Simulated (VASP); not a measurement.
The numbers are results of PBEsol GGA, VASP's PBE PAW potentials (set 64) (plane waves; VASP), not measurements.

VASP ran on this input.

**INCAR**
```
LASPH = .TRUE.   # aspherical one-centre terms
LWAVE = .FALSE.
PREC = Accurate
LORBIT = 11   # lm-projected
ISMEAR = -5
GGA = PS   # PBEsol
LREAL = .FALSE.   # projection in real space or not
LCHARG = .TRUE.
EDIFF = 1E-7   # SCF stop (eV)
NEDOS = 601   # DOS grid
LEFG = .TRUE.
ENCUT = 520
ALGO = Normal
NELM = 100   # most electronic steps
ISIF = 2   # forces and stress, cell fixed
SYSTEM = W2N
LMAXMIX = 6   # l cut-off of mixed one-centre charges
```

### KPOINTS
```
Automatic mesh
0
Gamma
14 14 1
0 0 0
```

File POSCAR:
```
W2N
1.0
  2.7595021999  -0.0000000507   0.0000000000
 -1.3797506702   2.3897992090   0.0000000000
  0.0000000000   0.0000000000  20.4710232292
N W
1 2
direct
  0.0000000000   0.0000000000   0.5000000000
  0.3333330000   0.6666670000   0.5704967231
  0.6666670000   0.3333330000   0.4295032769
```

POTCAR, in this order: N W_sv (PBE.64 set). Program: vasp_std.

What VASP printed:

File OSZICAR:
```
       N       E                     dE             d eps       ncg     rms          rms(c)
DAV:   1     0.339550934251E+03    0.33955E+03   -0.20089E+04  1208   0.146E+03
DAV:   2    -0.177272571088E+02   -0.35728E+03   -0.35060E+03  1268   0.421E+02
DAV:   3    -0.360847976834E+02   -0.18358E+02   -0.17909E+02  1144   0.949E+01
DAV:   4    -0.368075233305E+02   -0.72273E+00   -0.70295E+00  1252   0.177E+01
DAV:   5    -0.368308853746E+02   -0.23362E-01   -0.23603E-01  1204   0.301E+00    0.339E+01
DAV:   6    -0.338700397399E+02    0.29608E+01   -0.18253E+01  1204   0.296E+01    0.132E+01
DAV:   7    -0.335648200057E+02    0.30522E+00   -0.32758E+00  1200   0.120E+01    0.501E+00
DAV:   8    -0.334533319261E+02    0.11149E+00   -0.63993E-01  1252   0.605E+00    0.520E-01
DAV:   9    -0.334505126835E+02    0.28192E-02   -0.36710E-02  1104   0.158E+00    0.237E-01
DAV:  10    -0.334500349557E+02    0.47773E-03   -0.22185E-03  1276   0.416E-01    0.611E-02
DAV:  11    -0.334500506605E+02   -0.15705E-04   -0.26275E-04  1112   0.159E-01    0.360E-02
DAV:  12    -0.334500579316E+02   -0.72711E-05   -0.17089E-04  1164   0.570E-02    0.295E-02
DAV:  13    -0.334501531139E+02   -0.95182E-04   -0.54159E-05  1192   0.503E-02    0.126E-02
DAV:  14    -0.334502471598E+02   -0.94046E-04   -0.30307E-05  1128   0.348E-02    0.557E-03
DAV:  15    -0.334502878004E+02   -0.40641E-04   -0.81140E-06  1128   0.182E-02    0.263E-03
DAV:  16    -0.334503103846E+02   -0.22584E-04   -0.20617E-06   876   0.665E-03    0.113E-03
DAV:  17    -0.334503144276E+02   -0.40429E-05   -0.78365E-07   916   0.393E-03    0.897E-04
DAV:  18    -0.334503179194E+02   -0.34918E-05   -0.63400E-07   796   0.297E-03    0.369E-04
DAV:  19    -0.334503227676E+02   -0.48482E-05   -0.22718E-07   776   0.219E-03    0.701E-04
DAV:  20    -0.334503249783E+02   -0.22107E-05   -0.72047E-08   716   0.134E-03    0.246E-04
DAV:  21    -0.334503263829E+02   -0.14046E-05   -0.51184E-08   676   0.928E-04    0.170E-04
DAV:  22    -0.334503271585E+02   -0.77560E-06   -0.46256E-08   708   0.800E-04    0.584E-05
DAV:  23    -0.334503272614E+02   -0.10290E-06   -0.35752E-09   620   0.245E-04    0.352E-05
DAV:  24    -0.334503273071E+02   -0.45699E-07   -0.41552E-09   608   0.159E-04
   1 F= -.33450327E+02 E0= -.33450327E+02  d E =0.000000E+00
```

**OUTCAR**
```
------------------------ aborting loop because EDIFF is reached ----------------------------------------
  FORCE on cell =-STRESS in cart. coord.  units (eV):
  Direction    XX          YY          ZZ          XY          YZ          ZX
  --------------------------------------------------------------------------------------
  Total       -0.0188421     -0.0188421     -0.0514483     -0.0000000      0.0000000      0.0000000
  in kB       -0.2236190     -0.2236191     -0.6105908     -0.0000000      0.0000000      0.0000000
  external PRESSURE =      -0.3526096 kB  Pullay stress =       0.0000000 kB
  volume of cell :      135.00
      direct lattice vectors                 reciprocal lattice vectors
     2.759502200 -0.000000051  0.000000000     0.362384205  0.209222535  0.000000000
    -1.379750670  2.389799209  0.000000000     0.000000008  0.418445201  0.000000000
     0.000000000  0.000000000 20.471023229     0.000000000  0.000000000  0.048849537
 POSITION                                       TOTAL-FORCE (eV/Angst)
 -----------------------------------------------------------------------------------
      0.00000      0.00000     10.23551         0.000000      0.000000      0.000000
     -0.00000      1.59320     11.67865        -0.000000      0.000000     -0.004960
      1.37975      0.79660      8.79237         0.000000     -0.000000      0.004960
 -----------------------------------------------------------------------------------
    total drift:                                0.000000      0.000000      0.000000
  FREE ENERGIE OF THE ION-ELECTRON SYSTEM (eV)
  ---------------------------------------------------
  free  energy   TOTEN  =       -33.4503273071 eV

  energy  without entropy=      -33.4503273071  energy(sigma->0) =      -33.45032731

 total charge

# of ion       s       p       d       tot
------------------------------------------
    1        1.231   2.525   0.000   3.756
    2        2.370   6.324   3.350  12.043
    3        2.370   6.324   3.350  12.043
--------------------------------------------------
tot          5.971  15.172   6.699  27.842

 Electric field gradients after diagonalization (V/A^2)
 (convention: |V_zz| > |V_xx| > |V_yy|)
----------------------------------------------------------------------
 ion       V_xx      V_yy      V_zz     asymmetry (V_yy - V_xx)/ V_zz
----------------------------------------------------------------------
   1       7.342     7.340   -14.682       0.000
   2    -215.563  -215.550   431.112       0.000
   3    -215.563  -215.550   431.112       0.000
```
(Selected blocks of OUTCAR.)

The cell holds a wide vacuum, so values per volume refer to the whole cell. For a metal the tetrahedron method with Blöchl corrections gives inexact stress and forces.

The cell is a sheet with vacuum, built from a generated structure.
